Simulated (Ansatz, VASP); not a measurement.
# Cross-check of LaCrSb3 between VASP and Ansatz, part 2 of 3

Wanted: the spread between two codes on one cell, functional and k mesh.  The cell is a member of a volume series, scaled by 0.96 from a relaxed one, so a pressure remains.

VASP 6.6.1 and Ansatz 0.2.0.

So far: Set-up; VASP: single point, LDA, DFT+U.

## 3. Ansatz: single point, LDA, DFT+U

Level of this step: Ansatz beside VASP: Kohn-Sham DFT, plane waves, LDA, DFT+U (Ansatz).

Ansatz runs on its default PAW (the set named soft_2) files.

The same cell, functional (in two slightly different forms), mesh and smearing now go to Ansatz, which takes its cutoff from its data sets.

input.yaml

```yaml
crystal:
  lattice:
    - [13.0348365279, 0.0, 0.0]
    - [0.0, 5.9535809533, 0.0]
    - [0.0, 0.0, 6.2171656177]
  atoms:
    - { symbol: La, position: [0.6918619891, 0.5001707157, 0.25], spin: 0.012 }
    - { symbol: La, position: [0.3081380109, 0.4998292843, 0.75], spin: 0.012 }
    - { symbol: La, position: [0.6918619891, 0.9998292843, 0.75], spin: 0.012 }
    - { symbol: La, position: [0.3081380109, 0.0001707157, 0.25], spin: 0.012 }
    - { symbol: Cr, position: [0.093257755, 0.75, 0.5], spin: 3.733 }
    - { symbol: Cr, position: [0.906742245, 0.25, 0.0], spin: 3.733 }
    - { symbol: Cr, position: [0.906742245, 0.25, 0.5], spin: 3.733 }
    - { symbol: Cr, position: [0.093257755, 0.75, 0.0], spin: 3.733 }
    - { symbol: Sb, position: [0.9331496222, 0.6262861678, 0.25], spin: -0.131 }
    - { symbol: Sb, position: [0.0668503778, 0.3737138322, 0.75], spin: -0.131 }
    - { symbol: Sb, position: [0.9331496222, 0.8737138322, 0.75], spin: -0.131 }
    - { symbol: Sb, position: [0.0668503778, 0.1262861678, 0.25], spin: -0.131 }
    - { symbol: Sb, position: [0.7718095287, 0.9932486428, 0.25], spin: -0.056 }
    - { symbol: Sb, position: [0.2281904713, 0.0067513472, 0.75], spin: -0.056 }
    - { symbol: Sb, position: [0.7718095287, 0.5067513572, 0.75], spin: -0.056 }
    - { symbol: Sb, position: [0.2281904713, 0.4932486528, 0.25], spin: -0.056 }
    - { symbol: Sb, position: [0.4990425953, 0.75, 0.5], spin: 0.012 }
    - { symbol: Sb, position: [0.5009574047, 0.25, 0.0], spin: 0.012 }
    - { symbol: Sb, position: [0.5009574047, 0.25, 0.5], spin: 0.012 }
    - { symbol: Sb, position: [0.4990425953, 0.75, 0.0], spin: 0.012 }
hamiltonian:
  xc: lda
  pseudopotentials: { kind: paw }
  hubbard: { sites: [{ species: Cr, l: d, u_eff: 4.0 }] }
magnetization:
  spin_polarized: true
kpoints:
  mp_grid: { grid: [2, 3, 3] }
scf:
  occupations: { method: gaussian, width: 0.05 }
  n_extra_bands: 18
output:
  forces: true
  stress: true
  eigenvalues: true
  write_density: true
  write_potential: true
  elf: true
  volumetric_format: npy
```

Launch:

```sh
> ansatz run input.yaml --threads 8 --pin off --max-ram 18432MiB --backend cpu --events-out ev --progress --plain --runs-dir out
```

Numbers of over 12 decimals in the logs are rounded to 6 here.

Log:

```text
Warning: the band count 158 (scf.n_extra_bands) hosts the net moment |M| = 14.2800 μB (N_el = 280) but caps the reachable moment at 2·n_bands − N_el = 36.0000 μB, below the 178 bands that the automatic rule leaves for it — a moment growing past the seed, or the majority channel's smearing tail, pins there with fewer empty majority states than that count leaves; raise or omit scf.n_extra_bands unless the cap is intended
Warning: where an SCF of this run starts from atoms to list the orders of its open shells, La (sites 0, 1, 2, 3, from 0) starts with 0.13 μB on its 4f shell, in the place of the 0.01 μB that the deck gives it: an open f shell starts with all that it can hold by Hund's first rule. To start from spheres of the given moment, type scf.initial_density.shell_occupations: []
La: projections on atomic orbitals take those of the free atom [Kr 4d10] 4f0 5s2 5p6 5d1 6s2, of charge +0.00 (hamiltonian.pseudopotentials.projection_atoms); the dataset's partial waves leave at most 1.9e-5 of an orbital's norm unspanned inside its sphere
Cr: projections on atomic orbitals take those of the free atom [Ne] 3s2 3p6 3d5 4s1, of charge +0.00 (hamiltonian.pseudopotentials.projection_atoms); the dataset's partial waves leave at most 7.0e-7 of an orbital's norm unspanned inside its sphere
Sb: projections on atomic orbitals take those of the free atom [Kr] 4d10 5s2 5p3, of charge +0.00 (hamiltonian.pseudopotentials.projection_atoms); the dataset's partial waves leave at most 3.6e-6 of an orbital's norm unspanned inside its sphere
scf.n_extra_bands = 18 over 140 filled bands (N_el = 280.0): the run solves 158 bands
Engine: ansatz 0.2.0, aarch64-unknown-linux-gnu
Pseudopotentials: kind: paw
Pseudopotential: La, paw, valence charge 11, recommended cutoff 420 eV (normal), La.paw.azcp
Pseudopotential: Cr, paw, valence charge 14, recommended cutoff 420 eV (normal), Cr.paw.azcp
Pseudopotential: Sb, paw, valence charge 15, recommended cutoff 420 eV (normal), Sb.paw.azcp
Functional definition: SPW92
  exchange = slater_x
  correlation = pw_c
Crystal: 20 atoms, lattice volume = 482.477 Å³
Basis set: ecut = 420 eV, 9381 PW (Γ)
Bands: 158, of which v1, the nominal top of the filled ones, is band 140 counted from 1 (139 counted from 0)
Symmetry: 8 space group operations
Space group: Pbcm (ITA 57), of the structure as read, at distance tolerance 7.8e-5 Å
Magnetic group: BNS 57.377 (UNI 475), of the structure as read, at distance tolerance 7.8e-5 Å
k-points: 8 of 18
Non-local potential: La, projectors of the file, l = 0: 3, l = 1: 2, l = 2: 2, l = 3: 3
Non-local potential: Cr, projectors of the file, l = 0: 3, l = 1: 2, l = 2: 3, l = 3: 1
Non-local potential: Sb, projectors of the file, l = 0: 2, l = 1: 2, l = 2: 2, l = 3: 2
PAW form: soft (Blöchl's): semilocal exchange-correlation on the pseudo side does not see the compensation charge
PAW frozen core: La, regenerated for the run's functional, and the local potential with it (the file was generated under x = pbe(κ = 0.804, μ = 0.219515), c = pbe(β = 0.066725))
PAW frozen core: Cr, regenerated for the run's functional, and the local potential with it (the file was generated under x = pbe(κ = 0.804, μ = 0.219515), c = pbe(β = 0.066725))
PAW frozen core: Sb, regenerated for the run's functional, and the local potential with it (the file was generated under x = pbe(κ = 0.804, μ = 0.219515), c = pbe(β = 0.066725))
PAW one-centre angular grid: La, 590 points (default); XC on 64 Gauss nodes
PAW one-centre angular grid: Cr, 590 points (default); XC on 64 Gauss nodes
PAW one-centre angular grid: Sb, 590 points (default); XC on 64 Gauss nodes
Initial density: superposition of atomic densities (chi_scale 0.1, normalization cell, long waves kept (reshape's long-wave potential 0.89 eV rms))
Starting moments: Σ|m| = 15.776 μB on 20 of 20 sites
Initial wavefunctions: pseudopotential atomic-orbital guess
Functional: x = slater, c = lda
SCF iter   1: F=—  HF=-113685.832267 eV  |F-HF|=—  |Δ(HF+E_count)|=         —  Δρ=2.57e-1 (↑2.57e-1 ↓1.25e-1)  dr2=2.57e3  dr2_m=3.10e1  M=7.107 μB ∫|m|=7.345 μB  β_m=0.30  ethr=3.10e-3  ⟨swp⟩=6.2  Hψ=9573  notcnv=0
preconditioner: auto → Kerker (q_TF=auto, 2.492 Å⁻¹)  [metal: Δε(μ)=0.001 eV  Ē_g=6.681 eV  σ=0.050 eV  W_gap=0.01  n_scr=138 (ndim 8)  ℏωp=18.5 eV  f_vac=0.000  D(μ)=113.39/eV (n_scr^D=2262)]
spin=Collinear: Kerker preconditioning applied to the charge; magnetization (m = ρ↑ − ρ↓) channel mixes plain (no charge-response kernel on spin).
SCF iter   2: F=—  HF=-113648.864653 eV  |F-HF|=—  |Δ(HF+E_count)|=    3.70e1  Δρ=1.12e-1 (↑1.12e-1 ↓3.38e-2)  dr2=9.56e1  dr2_m=1.17e1  M=15.450 μB ∫|m|=16.600 μB  β_m=0.30  ethr=3.10e-3  ⟨swp⟩=16.1  Hψ=19054  notcnv=0  defer=19
SCF iter   3: F=—  HF=-113636.433599 eV  |F-HF|=—  |Δ(HF+E_count)|=    1.24e1  Δρ=5.19e-2 (↑5.19e-2 ↓3.32e-2)  dr2=5.73e1  dr2_m=3.90e0  M=15.863 μB ∫|m|=17.102 μB  β_m=0.30  ethr=3.10e-3  ⟨swp⟩=7.9  Hψ=7846  notcnv=0  defer=96
SCF iter   4: F=—  HF=-113629.288655 eV  |F-HF|=—  |Δ(HF+E_count)|=    7.14e0  Δρ=2.28e-2 (↑2.24e-2 ↓2.28e-2)  dr2=3.02e1  dr2_m=1.10e0  M=15.534 μB ∫|m|=16.825 μB  β_m=0.30  ethr=3.10e-3  ⟨swp⟩=5.7  Hψ=6903  notcnv=0  defer=106
[...]
SCF iter   8: F=—  HF=-113626.583053 eV  |F-HF|=—  |Δ(HF+E_count)|=   1.03e-2  Δρ=1.73e-3 (↑1.73e-3 ↓1.55e-3)  dr2=1.44e-1  dr2_m=6.89e-3  M=15.190 μB ∫|m|=17.844 μB  β_m=0.60  ethr=1.70e-4  ⟨swp⟩=7.0  Hψ=4318  notcnv=0  defer=103
SCF iter   9: F=—  HF=-113626.576035 eV  |F-HF|=—  |Δ(HF+E_count)|=   7.02e-3  Δρ=1.38e-3 (↑1.38e-3 ↓5.25e-4)  dr2=8.14e-2  dr2_m=1.85e-3  M=15.182 μB ∫|m|=17.899 μB  β_m=0.65  ethr=5.15e-5  ⟨swp⟩=3.6  Hψ=4258  notcnv=0  defer=104
SCF iter  10: F=—  HF=-113626.570327 eV  |F-HF|=—  |Δ(HF+E_count)|=   5.71e-3  Δρ=3.07e-4 (↑3.07e-4 ↓1.85e-4)  dr2=1.32e-2  dr2_m=5.43e-5  M=15.168 μB ∫|m|=17.930 μB  β_m=0.69  ethr=2.91e-5  ⟨swp⟩=3.2  Hψ=3191  notcnv=0  defer=104
SCF iter  11: F=—  HF=-113626.570057 eV  |F-HF|=—  |Δ(HF+E_count)|=   2.70e-4  Δρ=1.75e-4 (↑1.63e-4 ↓1.75e-4)  dr2=7.26e-4  dr2_m=8.29e-6  M=15.160 μB ∫|m|=17.935 μB  β_m=0.83  ethr=4.70e-6  ⟨swp⟩=3.6  Hψ=3879  notcnv=0  defer=104
SCF iter  12: F=—  HF=-113626.570001 eV  |F-HF|=—  |Δ(HF+E_count)|=   5.65e-5  Δρ=7.10e-5 (↑7.10e-5 ↓4.14e-5)  dr2=1.71e-4  dr2_m=4.42e-6  M=15.155 μB ∫|m|=17.924 μB  β_m=0.89  ethr=2.59e-7  ⟨swp⟩=2.1  Hψ=4159  notcnv=0  defer=102
SCF iter  13: F=—  HF=-113626.569985 eV  |F-HF|=—  |Δ(HF+E_count)|=   1.56e-5  Δρ=2.84e-5 (↑2.84e-5 ↓1.68e-5)  dr2=1.89e-5  dr2_m=2.72e-7  M=15.153 μB ∫|m|=17.923 μB  β_m=0.95  ethr=6.10e-8  ⟨swp⟩=2.1  Hψ=3910  notcnv=0  defer=102
SCF iter  14: F=—  HF=-113626.569982 eV  |F-HF|=—  |Δ(HF+E_count)|=   3.78e-6  Δρ=1.12e-5 (↑1.12e-5 ↓3.15e-6)  dr2=1.03e-6  dr2_m=1.14e-7  M=15.152 μB ∫|m|=17.923 μB  β_m=0.97  ethr=6.75e-9  ⟨swp⟩=2.4  Hψ=4630  notcnv=0  defer=102
SCF iter  15: F=—  HF=-113626.569982 eV  |F-HF|=—  |Δ(HF+E_count)|=   6.97e-8  Δρ=4.52e-6 (↑4.52e-6 ↓1.28e-6)  dr2=2.10e-7  dr2_m=1.66e-8  M=15.152 μB ∫|m|=17.923 μB  β_m=0.99  ethr=3.68e-10  ⟨swp⟩=2.4  Hψ=3365  notcnv=0  defer=102
SCF iter  16: F=-113626.569981 eV  HF=-113626.569981 eV  |F-HF|=4.38e-8  |Δ(HF+E_count)|=   2.92e-8  Δρ=2.30e-6 (↑2.30e-6 ↓6.28e-7)  dr2=4.95e-8  dr2_m=3.98e-9  M=15.152 μB ∫|m|=17.923 μB  ethr=3.57e-11  ⟨swp⟩=22.1  Hψ=26549  notcnv=0
SCF 1 converged in 16 iterations: F = -113626.569981 eV  dr2 = 4.95e-8
  greatest PAW one-centre occupation: 1.000 electrons in one spin orbital (limit 2), on the Cr atom at site 7 (counted from 0), in its partial waves of l = 0
SCF converged after 16 iterations
Magnetization: 15.1519 μB (147.5760 up, 132.4240 down)
Absolute magnetization: 17.9696 μB (∫|ρ↑−ρ↓|, with the PAW one-centre terms)
Spin contamination: 1.7097 ħ² per cell (⟨S²⟩ above its minimum at these occupations)
Per-site moments (μB) at R_I (Å): [(0.00755371, 1.284963), (0.00755371, 1.284963), (0.00755371, 1.284963), (0.00755371, 1.284963), (3.673024, 1.115568), (3.673024, 1.115568), (3.673024, 1.115568), (3.673024, 1.115568), (-0.139760, 1.115568), (-0.139760, 1.115568), (-0.139760, 1.115568), (-0.139760, 1.115568), (-0.060001, 1.155433), (-0.060001, 1.155433), (-0.060001, 1.155433), (-0.060001, 1.155433), (0.020343, 1.227969), (0.020343, 1.227969), (0.020343, 1.227969), (0.020343, 1.227969)]
Free energy (F): -113626.569981 eV
Harris-Foulkes:  -113626.569981 eV  (|F-HF|=4.38e-8)
Internal energy: -113626.559871 eV  (E = F + TS)
E sigma→0 (E₀):  -113626.564926 eV
Entropy (-TS):   -0.010110 eV (-0.506 meV/atom)
Fermi energy:    12.837373 eV
--- Per-component energies (eV) ---
  E_band       = -2487.698098
  E_kinetic    = 4684.825454
  E_local      = -29163.843269  (includes V_loc(G=0)·N_el)
  E_nonlocal   = 5170.263741
  E_hartree    = 13283.084585
  E_xc         = -2775.551663
  E_vxc        = -2486.782887  (∫ρ·V_xc dr)
  E_hubbard    = 6.309815  (on-site DFT+U / exact-exchange correction)
  E_vhub       = -27.721136  (the Hubbard potential's part of the band-sum identity)
  E_paw        = -78697.214010  (= ΣΔE_a)
  E_vpaw       = -7230.640737  (= ΣTr[D̂ρ^β])
  E_aug_tail   = 0.001347  (compensation charges beyond the density's cutoff)
  E_ewald      = -26143.893120
  E_core_change = 9.457247  (= ΣΔE_core)
  E_smearing   = -0.010110  (= −TS)
  E_closure    = -0.000000  (closes the sum)
  Σ components = -113626.569981   (vs F -113626.569981, Δ=0.00e0)
--- Forces (eV/Å), atoms counted from 1 ---
  atom   1  La    -0.04056831    -0.00205017     0.00000000
  atom   2  La     0.04056831     0.00205017     0.00000000
  atom   3  La    -0.04056831     0.00205017     0.00000000
  atom   4  La     0.04056831    -0.00205017     0.00000000
  atom   5  Cr     0.11263764    -0.00000000     0.00000000
  atom   6  Cr    -0.11263764     0.00000000     0.00000000
  atom   7  Cr    -0.11263764     0.00000000     0.00000000
  atom   8  Cr     0.11263764    -0.00000000    -0.00000000
  atom   9  Sb    -0.21270413     0.15487783     0.00000000
  atom  10  Sb     0.21270413    -0.15487783     0.00000000
  atom  11  Sb    -0.21270413    -0.15487783     0.00000000
  atom  12  Sb     0.21270413     0.15487783     0.00000000
  atom  13  Sb    -0.14771326    -0.14929650     0.00000000
  atom  14  Sb     0.14771326     0.14929650     0.00000000
  atom  15  Sb    -0.14771326     0.14929650     0.00000000
  atom  16  Sb     0.14771326    -0.14929650     0.00000000
  atom  17  Sb    -0.00083414    -0.00000000     0.00000000
  atom  18  Sb     0.00083414     0.00000000    -0.00000000
  atom  19  Sb     0.00083414     0.00000000     0.00000000
  atom  20  Sb    -0.00083414    -0.00000000    -0.00000000
  max |Σ_I F_I| component: 2.78e-17 eV/Å
--- Stress (GPa, compression-positive) ---
        3.822409       0.000000      -0.000000
        0.000000       4.309948       0.000000
       -0.000000       0.000000       3.904210
  P = ⅓ Tr σ = 4.0122 GPa (40.122 kbar)
--- Band table (eV; the first three rows and the last of 16) ---
  k-point 0 ↑: bands = [... 136 lower, 10.7397, 10.9155, 11.0428, 11.0488, 11.1292, 11.1614, 11.2220, 11.5965, ... 14 higher]
  k-point 1 ↑: bands = [... 136 lower, 11.0801, 11.1376, 11.2773, 11.2810, 11.3335, 11.4459, 11.5522, 11.7280, ... 14 higher]
  k-point 2 ↑: bands = [... 136 lower, 10.9779, 11.0405, 11.3169, 11.3219, 11.3332, 11.3943, 11.4367, 11.7108, ... 14 higher]
  k-point 7 ↓: bands = [... 136 lower, 13.6379, 13.8503, 13.9547, 14.2164, 14.2771, 14.3850, 14.4081, 14.4135, ... 14 higher]
Occupation matrices written to <dir>
```

The job ended after 83 s (8 threads of Arm Neoverse N1, shared host; peak memory 3.7 GiB; 10 min of CPU time).

The run ends at a pressure of 4.01 GPa, with forces up to 0.26 eV/Å.

## 4. Comparison

Known differences besides the PAW data sets themselves: U acts on the PAW sphere in VASP and on atomic orbitals in Ansatz, so only states and trends compare; the two LDA forms differ slightly; the data sets hold 280 valence electrons in Ansatz (default PAW (the set named soft_2) files) and 152 in VASP; the cutoff is 420 eV in Ansatz and 400 eV in VASP; Ansatz makes its cores anew for this functional, VASP keeps those of its LDA data sets; site moments are counted in spheres of each program's own size. Total energies have different zeros and are not compared.

Both answers:

```tsv
quantity	Ansatz	VASP	difference
pressure (GPa)	4.01	3.29	+0.72
total moment (μB)	15.15	14.79	+0.36
moment on Cr8 (μB)	3.67	3.69	-0.02
moment on Cr7 (μB)	3.67	3.69	-0.02
moment on Cr6 (μB)	3.67	3.69	-0.02
moment on Cr5 (μB)	3.67	3.69	-0.02
moment on Sb12 (μB)	-0.14	-0.12	-0.02
moment on Sb11 (μB)	-0.14	-0.12	-0.02
moment on Sb10 (μB)	-0.14	-0.12	-0.02
moment on Sb9 (μB)	-0.14	-0.12	-0.02
```

Forces on 10 of the 20 atoms, picked by the larger force of the two programs (eV/Å; atoms numbered as in POSCAR):

```tsv
atom	Ansatz x, y, z	VASP x, y, z
Cr5	0.113, 0.000, 0.000	0.077, 0.000, 0.000
Cr7	-0.113, 0.000, 0.000	-0.077, 0.000, 0.000
Sb9	-0.213, 0.155, 0.000	-0.043, 0.013, 0.000
Sb10	0.213, -0.155, 0.000	0.043, -0.013, 0.000
Sb11	-0.213, -0.155, 0.000	-0.043, -0.013, 0.000
Sb12	0.213, 0.155, 0.000	0.043, 0.013, 0.000
Sb13	-0.148, -0.149, 0.000	-0.077, 0.006, 0.000
Sb14	0.148, 0.149, 0.000	0.077, -0.006, 0.000
Sb15	-0.148, 0.149, 0.000	-0.077, -0.006, 0.000
Sb16	0.148, -0.149, 0.000	0.077, 0.006, 0.000
```

The forces differ by 73 meV/Å r.m.s., which is 234.7 % of the r.m.s. force of 0.03 eV/Å (both taken over all components).

## 5. VASP: single point, LDA, DFT+U

With cell and atoms fixed, the geometry can't cause a difference; cores, projectors, grids and the points listed under the comparison can. The cell compared in this pair holds 522.68 Å³, against 482.48 Å³ for the pair before.

INCAR

```
SYSTEM = LaCrSb3
PREC = Accurate
ENCUT = 400
EDIFF = 1E-06
NELM = 150
ISMEAR = 0
SIGMA = 0.05
LREAL = .FALSE.
ALGO = Normal
GGA = CA
NBANDS = 115
ISPIN = 2
MAGMOM = 0.012 0.012 0.012 0.012 3.733 3.733 3.733 3.733 -0.131 -0.131 -0.131 -0.131 -0.056 -0.056 -0.056 -0.056 0.012 0.012 0.012 0.012
LDAU = .TRUE.
LDAUTYPE = 2
LDAUL = -1 2 -1
LDAUU = 0 4 0
LDAUJ = 0 0 0
LDAUPRINT = 1
LASPH = .TRUE.
LMAXMIX = 6
AMIX = 0.2
BMIX = 1E-04
AMIX_MAG = 0.8
BMIX_MAG = 1E-04
LORBIT = 11
LWAVE = .FALSE.
LCHARG = .FALSE.
KPAR = 2
NCORE = 4
ISIF = 2
```

POSCAR

```
LaCrSb3
1.0
   13.3872988286      0.0000000000      0.0000000000
    0.0000000000      6.1145659289      0.0000000000
    0.0000000000      0.0000000000      6.3852779291
La Cr Sb
4 4 12
Direct
    0.6918619891      0.5001707157      0.2500000000
    0.3081380109      0.4998292843      0.7500000000
    0.6918619891      0.9998292843      0.7500000000
    0.3081380109      0.0001707157      0.2500000000
    0.0932577550      0.7500000000      0.5000000000
    0.9067422450      0.2500000000      0.0000000000
    0.9067422450      0.2500000000      0.5000000000
    0.0932577550      0.7500000000      0.0000000000
    0.9331496222      0.6262861678      0.2500000000
    0.0668503778      0.3737138322      0.7500000000
    0.9331496222      0.8737138322      0.7500000000
    0.0668503778      0.1262861678      0.2500000000
    0.7718095287      0.9932486428      0.2500000000
    0.2281904713      0.0067513472      0.7500000000
    0.7718095287      0.5067513572      0.7500000000
    0.2281904713      0.4932486528      0.2500000000
    0.4990425953      0.7500000000      0.5000000000
    0.5009574047      0.2500000000      0.0000000000
    0.5009574047      0.2500000000      0.5000000000
    0.4990425953      0.7500000000      0.0000000000
```

KPOINTS

```
Automatic mesh
0
Gamma
2 3 3
0 0 0
```

Potentials, in the order of the species: La, Cr_pv and Sb (LDA family, release 64).

Launch:

```sh
> mpirun -np 8 vasp_std
```

Log:

```text
[banner, memory and clock lines left out]
running    8 mpi-ranks, on    1 nodes
[...]
[... a notice as in an earlier step ...]

 LDA part: xc-table for (Slater(with rela. corr.)+CA(PZ))
 , standard interpolation
 POSCAR, INCAR and KPOINTS ok, starting setup
[...]
entering main loop
       N       E                     dE             d eps       ncg     rms          rms(c)
DAV:   1     0.157068161744E+04    0.15707E+04   -0.46611E+04  3867   0.123E+03
DAV:   2     0.195853713605E+03   -0.13748E+04   -0.12749E+04  4000   0.354E+02
DAV:   3    -0.776965577800E+02   -0.27355E+03   -0.24740E+03  4082   0.159E+02
DAV:   4    -0.118955990095E+03   -0.41259E+02   -0.36392E+02  5885   0.565E+01
[...]
DAV:  22    -0.120391600324E+03    0.65666E-05   -0.15052E-05  5584   0.122E-02    0.249E-02
DAV:  23    -0.120391602338E+03   -0.20144E-05   -0.99027E-06  5200   0.138E-02    0.997E-03
DAV:  24    -0.120391602430E+03   -0.91557E-07   -0.62328E-06  4472   0.843E-03
   1 F= -.12039160E+03 E0= -.12038718E+03  d E =-.884525E-02  mag=    15.0831
```

(Part 2 of 3 ends here.)

[Lines on the potential files, build, host, timing and source positions are cut from VASP's logs without a mark.]

[Logs are printed without paths, hosts, clocks, repeated set-up lines and the standing remarks that a program may print on its own settings, such as how far it seeks lower states.]

[Hosts, paths, dates, database ids (printed as entryN), source tags and the programs' standing remarks are cut or masked in the printed files.]
